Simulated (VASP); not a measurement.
The input files of a VASP run:

### KPOINTS
```
Automatic mesh
0
Gamma
8 8 8
0 0 0
```

### POSCAR
```
ZnSe
1
   -0.0000000000     2.7893113936     2.7893113936
    2.7893113936     0.0000000000     2.7893113936
    2.7893113936     2.7893113936     0.0000000000
Zn Se
1 1
Direct
  1.0000000000   1.0000000000   1.0000000000
  0.2500000000   0.2500000000   0.2500000000
```

**INCAR**
```
SYSTEM = ZnSe
PREC = Accurate
ENCUT = 500
EDIFF = 1E-6
NELM = 100
ALGO = Normal
LREAL = .FALSE.
LASPH = .TRUE.
ISMEAR = 0
SIGMA = 0.05
LMAXMIX = 4
LWAVE = .FALSE.
LCHARG = .FALSE.
IBRION = 2
ISIF = 3
NSW = 40
EDIFFG = -0.02
```

POTCAR, in this order: Zn Se (LDA.64 set). Program: vasp_std.

Question: Write an equivalent input for Quantum ESPRESSO's pw.x.

Answer: One equivalent input (not run):
```
&CONTROL
  calculation = 'vc-relax'
  pseudo_dir = './pseudo'
  outdir = './out'
  tprnfor = .true.
  tstress = .true.
  nstep = 40
  forc_conv_thr = 0.00078
/
&SYSTEM
  ibrav = 0
  nat = 2
  ntyp = 2
  ecutwfc = 86
  occupations = 'smearing'
  smearing = 'gaussian'
  degauss = 0.003675
  input_dft = 'pz'
/
&ELECTRONS
  conv_thr = 7.3e-08
  electron_maxstep = 100
/
&IONS
/
&CELL
/
ATOMIC_SPECIES
  Zn 65.380 Zn.upf
  Se 78.971 Se.upf
CELL_PARAMETERS angstrom
    -0.0000000    2.7893114    2.7893114
     2.7893114    0.0000000    2.7893114
     2.7893114    2.7893114    0.0000000
ATOMIC_POSITIONS crystal
  Zn   1.0000000  1.0000000  1.0000000
  Se   0.2500000  0.2500000  0.2500000
K_POINTS automatic
  8 8 8 0 0 0
```
Limits of the translation: the potentials are each code's own (VASP's PAW set, PseudoDojo norm-conserving files in pw.x), so ENCUT and ecutwfc are chosen apart and not converted; conv_thr bounds pw.x's estimated SCF error, while EDIFF bounds the energy change between steps; forc_conv_thr acts on force components and is met together with etot_conv_thr.

The compound is ZnSe in the zinc blende structure. It was relaxed first.
